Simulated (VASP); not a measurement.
Here is the system:

```
Li2O
1.0
    0.00000     2.35620     2.35620
    2.35620     0.00000     2.35620
    2.35620     2.35620     0.00000
Li O
2 1
Direct
  0.25000   0.25000   0.25000
  0.75000   0.75000   0.75000
  0.00000   0.00000   0.00000
```

All values below come from PBE GGA, VASP's PBE PAW potentials (set 64) (plane waves; VASP 6.6.1). Numerical set-up: 520 eV cut-off, 7×7×7 Γ-centred mesh, Gaussian smearing of 0.050 eV, potentials Li_sv O.

Task: Give the stress tensor in GPa (positive for a compressed cell).

Result: 
```
-4.06   0.00   0.00
 0.00  -4.06   0.00
 0.00   0.00  -4.06
```
The pressure is its mean diagonal, -4.06 GPa.

The compound is Li2O in the antifluorite structure. The cell was not relaxed at this level.
